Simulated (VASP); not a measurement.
# BeCu3S4 (P-43m) in VASP: density of states with PBE

Aim: the density of states of BeCu3S4 with PBE.

Everything below comes from runs of VASP 6.6.1. Logs are shortened: lines on timing, memory, paths and dates and some standing lists are left out, and cuts for length are marked.

### 1 The crystal as given

Symmetry: P-43m, No. 215, cubic system. The conventional cell has a = 5.290 Å, b = 5.290 Å, c = 5.290 Å, α = 90.00°, β = 90.00°, γ = 90.00°. Be (site symmetry -43m) is surrounded by 4 S at 2.15 Å. Cu (site symmetry -42m) is surrounded by 4 S at 2.25 Å. S (site symmetry 3m) has 1 Be at 2.15 Å and 3 Cu at 2.25 Å as nearest neighbours.

The cell was built by a generator and needn't be a form met in nature.

### 2 Density of states, PBE

POSCAR reads:

```
BeCu3S4
1.0
    5.2902846000      0.0000000000      0.0000000000
    0.0000000000      5.2902846000      0.0000000000
    0.0000000000      0.0000000000      5.2902846000
Be Cu S
1 3 4
Direct
    0.0000000000      0.0000000000      0.0000000000
    0.5000000000      0.0000000000      0.0000000000
    0.0000000000      0.5000000000      0.0000000000
    0.0000000000      0.0000000000      0.5000000000
    0.2350000000      0.2350000000      0.2350000000
    0.2350000000      0.7650000000      0.7650000000
    0.7650000000      0.7650000000      0.2350000000
    0.7650000000      0.2350000000      0.7650000000
```

INCAR.step1 reads:

```
SYSTEM = BeCu3S4
ALGO = Fast
EDIFF = 1E-6
ENCUT = 520
GGA = PE
ISIF = 2
ISMEAR = -1
LASPH = .True.
LCHARG = .True.
LMAXMIX = 4
LREAL = .False.
LWAVE = .False.
NBANDS = 40
NELM = 100
PREC = Accurate
SIGMA = 0.1
```

KPOINTS.step1 reads:

```
k-points
0
Gamma
  7 7 7
  0 0 0
```

INCAR.step2 reads:

```
SYSTEM = BeCu3S4
ALGO = Fast
EDIFF = 1E-6
ENCUT = 520
GGA = PE
ICHARG = 11
ISIF = 2
ISMEAR = -5
LASPH = .True.
LCHARG = .False.
LMAXMIX = 4
LORBIT = 11
LREAL = .False.
LWAVE = .False.
NBANDS = 40
NEDOS = 2001
NELM = 100
PREC = Accurate
SIGMA = 0.1
```

KPOINTS.step2 reads:

```
k-points
0
Gamma
  11 11 11
  0 0 0
```

Potentials or basis: VASP PAW PBE potentials, release 64 (Be, Cu, S).

Launch:

```sh
$ cat potpaw_PBE.64/Be/POTCAR potpaw_PBE.64/Cu/POTCAR potpaw_PBE.64/S/POTCAR > POTCAR
$ cp INCAR.step1 INCAR
$ cp KPOINTS.step1 KPOINTS
$ mpirun -np 1 vasp_std > vasp.out
$ cp INCAR.step2 INCAR
$ cp KPOINTS.step2 KPOINTS
$ mpirun -np 1 vasp_std > vasp.out
```

OUTCAR:

```text
SYSTEM = BeCu3S4
   EDIFF = 1E-6
   ENCUT = 520
   GGA = PE
   ICHARG = 11
   ISIF = 2
   ISMEAR = -5
   LASPH = .True.
   LORBIT = 11
   LREAL = .False.
   NELM = 100
   PREC = Accurate

 ion  position               nearest neighbor table
   1  0.000  0.000  0.000-   5 2.15   6 2.15   7 2.15   8 2.15
   2  0.500  0.000  0.000-   5 2.25   6 2.25   7 2.25   8 2.25
   3  0.000  0.500  0.000-   5 2.25   6 2.25   7 2.25   8 2.25
   4  0.000  0.000  0.500-   5 2.25   6 2.25   7 2.25   8 2.25
   5  0.235  0.235  0.235-   1 2.15   2 2.25   3 2.25   4 2.25
   6  0.235  0.765  0.765-   1 2.15   2 2.25   3 2.25   4 2.25
   7  0.765  0.765  0.235-   1 2.15   2 2.25   3 2.25   4 2.25
   8  0.765  0.235  0.765-   1 2.15   2 2.25   3 2.25   4 2.25

  LATTYP: Found a simple cubic cell.
 ALAT       =     5.2902846000

  Lattice vectors:

 A1 = (   5.2902846000,   0.0000000000,   0.0000000000)
 A2 = (   0.0000000000,   5.2902846000,   0.0000000000)
 A3 = (   0.0000000000,   0.0000000000,   5.2902846000)

Analysis of symmetry for initial positions (statically):
=====================================================================
 Subroutine PRICEL returns:
 Original cell was already a primitive cell.

 Routine SETGRP: Setting up the symmetry group for a
 simple cubic supercell.

 Subroutine GETGRP returns: Found 24 space group operations
 (whereof 24 operations were pure point group operations)
 out of a pool of 48 trial point group operations.

The static configuration has the point symmetry T_d .

Analysis of symmetry for dynamics (positions and initial velocities):
=====================================================================
 Subroutine PRICEL returns:
 Original cell was already a primitive cell.

 Routine SETGRP: Setting up the symmetry group for a
 simple cubic supercell.

 Subroutine GETGRP returns: Found 24 space group operations
 (whereof 24 operations were pure point group operations)
 out of a pool of 48 trial point group operations.

The dynamic configuration has the point symmetry T_d .

 Subroutine INISYM returns: Found 24 space group operations
 (whereof 24 operations are pure point group operations),
 and found     1 'primitive' translations

----------------------------------------------------------------------------------------

                                     Primitive cell

  volume of cell :     148.0598

  direct lattice vectors                    reciprocal lattice vectors
     5.290284600  0.000000000  0.000000000     0.189025747  0.000000000  0.000000000
     0.000000000  5.290284600  0.000000000     0.000000000  0.189025747  0.000000000
     0.000000000  0.000000000  5.290284600     0.000000000  0.000000000  0.189025747

  length of vectors
     5.290284600  5.290284600  5.290284600     0.189025747  0.189025747  0.189025747

  position of ions in fractional coordinates (direct lattice)
     0.000000000  0.000000000  0.000000000
     0.500000000  0.000000000  0.000000000
     0.000000000  0.500000000  0.000000000
     0.000000000  0.000000000  0.500000000
     0.235000000  0.235000000  0.235000000
     0.235000000  0.765000000  0.765000000
     0.765000000  0.765000000  0.235000000
     0.765000000  0.235000000  0.765000000

  ion indices of the primitive-cell ions
   primitive index   ion index
                 1           1
                 2           2
                 3           3
                 4           4
                 5           5
                 6           6
                 7           7
                 8           8

----------------------------------------------------------------------------------------

 KPOINTS: k-points

Automatic generation of k-mesh.
 Grid dimensions read from file:
 generate k-points for:   11   11   11

 Generating k-lattice:

  Cartesian coordinates                     Fractional coordinates (reciprocal lattice)
     0.017184159  0.000000000  0.000000000     0.090909091  0.000000000  0.000000000
     0.000000000  0.017184159  0.000000000     0.000000000  0.090909091  0.000000000
     0.000000000  0.000000000  0.017184159     0.000000000  0.000000000  0.090909091

  Length of vectors
     0.017184159  0.017184159  0.017184159

  Shift w.r.t. Gamma in fractional coordinates (k-lattice)
     0.000000000  0.000000000  0.000000000

 TETIRR: Found    651 inequivalent tetrahedra from     7986

 Subroutine IBZKPT returns following result:
 ===========================================

 Found     56 irreducible k-points:

 Following reciprocal coordinates:
            Coordinates               Weight
  0.000000  0.000000  0.000000      1.000000
  0.090909  0.000000  0.000000      6.000000
  0.181818  0.000000  0.000000      6.000000
  0.272727  0.000000  0.000000      6.000000
  0.363636  0.000000  0.000000      6.000000
  0.454545  0.000000  0.000000      6.000000
[... 16 lines left out ...]
  0.181818  0.090909  0.090909     24.000000
  0.272727  0.090909  0.090909     24.000000
 [... further k-points ...]
   k-points           NKPTS =     56   k-points in BZ     NKDIM =     56   number of bands    NBANDS=     40
   number of dos      NEDOS =   2001   number of ions     NIONS =      8
   total plane-waves  NPLWV =  64000
   dimension x,y,z NGX =    40 NGY =   40 NGZ =   40
   dimension x,y,z NGXF=    80 NGYF=   80 NGZF=   80
   ions per type =               1   3   4
   NGX,Y,Z   is equivalent  to a cutoff of  12.57, 12.57, 12.57 a.u.
   NGXF,Y,Z  is equivalent  to a cutoff of  25.14, 25.14, 25.14 a.u.
 SYSTEM =  BeCu3S4
   PREC   = accura    normal or accurate (medium, high low for compatibility)
   ISTART =      0    job   : 0-new  1-cont  2-samecut
   ICHARG =     11    charge: 1-file 2-atom 10-const
   ISPIN  =      1    spin polarized calculation?
   LNONCOLLINEAR =      F non collinear calculations
   LSORBIT =      F    spin-orbit coupling
   LASPH  =      T    aspherical Exc in radial PAW
   ENCUT  =  520.0 eV  38.22 Ry    6.18 a.u.   9.84  9.84  9.84*2*pi/ulx,y,z
   NELM   =    100;   NELMIN=  2; NELMDL=  0     # of ELM steps
   EDIFF  = 0.1E-05   stopping-criterion for ELM
   LREAL  =      F    real-space projection
   EDIFFG = 0.1E-04   stopping-criterion for IOM
   NSW    =      0    number of steps for IOM
   IBRION =     -1    ionic relax: 0-MD 1-quasi-New 2-CG
   NFREE  =      0    steps in history (QN), initial steepest desc. (CG)
   ISIF   =      2    stress and relaxation
   ISYM   =      2    0-nonsym 1-usesym 2-fastsym
   POTIM  = 0.5000    time-step for ionic-motion
   TEBEG  =    0.0;   TEEND  =   0.0 temperature during run
   PSTRESS=    0.0 pullay stress
   NELECT =      59.0000    total number of electrons
   NUPDOWN=      -1.0000    fix difference up-down
   EMIN   =  10.00;   EMAX   =-10.00  energy-range for DOS
   EFERMI =   0.00;   METHOD = LEGACY
   ISMEAR =    -5;   SIGMA  =   0.10  broadening in eV -4-tet -1-fermi 0-gaus
   EFERMI_NEDOS =   21; number of points for ismear=-14 and -15
   IALGO  =     68    algorithm
   IMIX   =      4    mixing-type and parameters
     AMIX     =   0.40;   BMIX     =  1.00
     AMIX_MAG =   1.60;   BMIX_MAG =  1.00
  volume/ion in A,a.u.               =      18.51       124.89
  Fermi-wavevector in a.u.,A,eV,Ry     =   1.204702  2.276558 19.746244  1.451308
  Thomas-Fermi vector in A             =   2.340420
   LORBIT       =     11    0 simple, 1 ext, 2 COOP (PROOUT), +10 PAW based schemes
   GGA     = PE    functional components
   LHFCALC =     F    Hartree Fock is set to
   AEXX    =    0.0000 exact exchange contribution
   IVDW    =     0    specifies the selected vdW correction
   LEPSILON=     F    determine dielectric tensor
   LRPA    =     F    only Hartree local field effects (RPA)
 non-spin polarized calculation
 RMM-DIIS sequential band-by-band and
 Fermi weights with tetrahedron method with Bloechl corrections
  energy-cutoff  :      520.00
  volume of cell :      148.06
 maximum number of plane-waves:      4000
 NGX is ok and might be reduce to    40

 number of electron      59.0000108 magnetization

 Free energy of the ion-electron system (eV)
  ---------------------------------------------------
  ext. energy  EPLUGINS =         0.00000000
  ---------------------------------------------------
  free energy    TOTEN  =       -33.58058880 eV

  energy without entropy =      -33.58058880  energy(sigma->0) =      -33.58058880

 E-fermi :   3.5165     XC(G=0):  -9.4196

 val. band max:        3.5365530764   @ k =   0.1818   0.0909   0.0909
 cond. band min:       3.5255485188   @ k =   0.4545   0.0000   0.0000
 fundamental gap:     -0.0110045576
 Fermi energy:         3.5164672250

 k-point     1 :       0.0000    0.0000    0.0000
  band No.  band energies     occupation
      1     -10.3952      2.00000
      2      -8.9172      2.00000
      3      -8.9172      2.00000
      4      -8.9172      2.00000
      5      -2.1818      2.00000
      6      -1.9350      2.00000
[... 32 lines left out ...]
     39      10.3489      0.00000
     40      10.3489      0.00000

 k-point     2 :       0.0909    0.0000    0.0000
  band No.  band energies     occupation
      1     -10.3755      2.00000
      2      -8.9481      2.00000
      3      -8.9164      2.00000
      4      -8.9164      2.00000
      5      -2.1545      2.00000
      6      -1.9154      2.00000
[... 935 lines left out ...]
     39      10.2928      0.00000
     40      10.5736      0.00000

 k-point    24 :       0.2727    0.0909    0.0909
  band No.  band energies     occupation
      1     -10.1944      2.00000
      2      -9.1525      2.00000
      3      -8.9431      2.00000
      4      -8.9380      2.00000
      5      -1.9260      2.00000
      6      -1.7600      2.00000
[... 32 lines left out ...]
     39      10.1494      0.00000
     40      10.7740      0.00000

 [... further k-points ...]

------------------------ aborting loop because EDIFF is reached ----------------------------------------

  FORCE on cell =-STRESS in cart. coord.  units (eV):
  Direction    XX          YY          ZZ          XY          YZ          ZX
  --------------------------------------------------------------------------------------
  -------------------------------------------------------------------------------------
  Total        2.1106442      2.1106442      2.1106442      0.0000000      0.0000000     -0.0000000
  in kB       22.8396007     22.8396007     22.8396007      0.0000000      0.0000000     -0.0000000
  external PRESSURE =      22.8396007 kB  Pullay stress =       0.0000000 kB

 VOLUME and BASIS-vectors are now :
 -----------------------------------------------------------------------------
  energy-cutoff  :      520.00
  volume of cell :      148.06
      direct lattice vectors                 reciprocal lattice vectors
     5.290284600  0.000000000  0.000000000     0.189025747  0.000000000  0.000000000
     0.000000000  5.290284600  0.000000000     0.000000000  0.189025747  0.000000000
     0.000000000  0.000000000  5.290284600     0.000000000  0.000000000  0.189025747

 POSITION                                       TOTAL-FORCE (eV/Angst)
 -----------------------------------------------------------------------------------
      0.00000      0.00000      0.00000         0.000000      0.000000     -0.000000
      2.64514      0.00000      0.00000         0.000000      0.000000     -0.000000
      0.00000      2.64514      0.00000         0.000000      0.000000      0.000000
      0.00000      0.00000      2.64514         0.000000      0.000000     -0.000000
      1.24322      1.24322      1.24322         0.101456      0.101456      0.101456
      1.24322      4.04707      4.04707         0.101456     -0.101456     -0.101456
      4.04707      4.04707      1.24322        -0.101456     -0.101456      0.101456
      4.04707      1.24322      4.04707        -0.101456      0.101456     -0.101456
 -----------------------------------------------------------------------------------
    total drift:                                0.000000      0.000000      0.000000

  FREE ENERGIE OF THE ION-ELECTRON SYSTEM (eV)
  ---------------------------------------------------
  free  energy   TOTEN  =       -33.5805888040 eV

  energy  without entropy=      -33.5805888040  energy(sigma->0) =      -33.58058880

 total charge

# of ion       s       p       d       tot
------------------------------------------
    1        0.368   0.628   0.000   0.996
    2        0.426   0.446   9.148  10.021
    3        0.426   0.446   9.148  10.021
    4        0.426   0.446   9.148  10.021
    5        1.341   2.359   0.000   3.700
    6        1.341   2.359   0.000   3.700
    7        1.341   2.359   0.000   3.700
    8        1.341   2.359   0.000   3.700
--------------------------------------------------
tot          7.011  11.401  27.444  45.857
```

Wall time 5.6 min (1 thread of Intel Xeon Platinum 8559C (Emerald Rapids), shared host); peak memory 0.41 GiB.

What came out:

| Property | Result |
| --- | --- |
| Valence electrons inside the program's atomic spheres | Be 1.00; Cu 10.02; S 3.70 |

States per cell in windows of 0.5 eV (zero at the Fermi level; states under -8 eV left out):
| from (eV) | total | Cu4_d | Cu2_d | Cu3_d | S5_p | S6_p | S7_p |
| --- | --- | --- | --- | --- | --- | --- | --- |
| -8.0 | 0.00 | 0.00 | 0.00 | 0.00 | 0.00 | 0.00 | 0.00 |
| -7.5 | 0.00 | 0.00 | 0.00 | 0.00 | 0.00 | 0.00 | 0.00 |
| -7.0 | 0.00 | 0.00 | 0.00 | 0.00 | 0.00 | 0.00 | 0.00 |
| -6.5 | 0.00 | 0.00 | 0.00 | 0.00 | 0.00 | 0.00 | 0.00 |
| -6.0 | 0.30 | 0.01 | 0.01 | 0.01 | 0.02 | 0.02 | 0.02 |
| -5.5 | 5.94 | 0.27 | 0.27 | 0.27 | 0.41 | 0.41 | 0.41 |
| -5.0 | 1.61 | 0.13 | 0.13 | 0.13 | 0.11 | 0.11 | 0.11 |
| -4.5 | 7.37 | 1.15 | 1.15 | 1.15 | 0.45 | 0.45 | 0.45 |
| -4.0 | 6.34 | 1.12 | 1.12 | 1.12 | 0.34 | 0.34 | 0.34 |
| -3.5 | 2.43 | 0.36 | 0.36 | 0.36 | 0.13 | 0.13 | 0.13 |
| -3.0 | 9.94 | 3.00 | 3.00 | 3.00 | 0.03 | 0.03 | 0.03 |
| -2.5 | 5.07 | 1.34 | 1.34 | 1.34 | 0.07 | 0.07 | 0.07 |
| -2.0 | 2.53 | 0.57 | 0.57 | 0.57 | 0.07 | 0.07 | 0.07 |
| -1.5 | 4.99 | 0.77 | 0.77 | 0.77 | 0.28 | 0.28 | 0.28 |
| -1.0 | 3.00 | 0.41 | 0.41 | 0.41 | 0.21 | 0.21 | 0.21 |
| -0.5 | 2.13 | 0.28 | 0.28 | 0.28 | 0.17 | 0.17 | 0.17 |
| 0.0 | 2.64 | 0.32 | 0.32 | 0.32 | 0.24 | 0.24 | 0.24 |
| 0.5 | 0.23 | 0.03 | 0.03 | 0.03 | 0.02 | 0.02 | 0.02 |
| 1.0 | 0.00 | 0.00 | 0.00 | 0.00 | 0.00 | 0.00 | 0.00 |
| 1.5 | 0.00 | 0.00 | 0.00 | 0.00 | 0.00 | 0.00 | 0.00 |
| 2.0 | 0.00 | 0.00 | 0.00 | 0.00 | 0.00 | 0.00 | 0.00 |
| 2.5 | 0.00 | 0.00 | 0.00 | 0.00 | 0.00 | 0.00 | 0.00 |
| 3.0 | 0.00 | 0.00 | 0.00 | 0.00 | 0.00 | 0.00 | 0.00 |
| 3.5 | 0.07 | 0.00 | 0.00 | 0.00 | 0.00 | 0.00 | 0.00 |
| 4.0 | 0.62 | 0.02 | 0.02 | 0.02 | 0.01 | 0.01 | 0.01 |
| 4.5 | 2.24 | 0.04 | 0.04 | 0.04 | 0.03 | 0.03 | 0.03 |
| 5.0 | 2.93 | 0.05 | 0.05 | 0.05 | 0.05 | 0.05 | 0.05 |
| 5.5 | 2.54 | 0.04 | 0.04 | 0.04 | 0.06 | 0.06 | 0.06 |
| 6.0 | 3.07 | 0.04 | 0.04 | 0.04 | 0.09 | 0.09 | 0.09 |
| 6.5 | 2.81 | 0.03 | 0.03 | 0.03 | 0.09 | 0.09 | 0.09 |
| 7.0 | 2.91 | 0.03 | 0.03 | 0.03 | 0.08 | 0.08 | 0.08 |
| 7.5 | 0.59 | 0.01 | 0.01 | 0.01 | 0.01 | 0.01 | 0.01 |

Caveat: the run has no spin polarisation, though such a crystal can be magnetic; tetrahedron occupations give inexact forces and stress in metals.
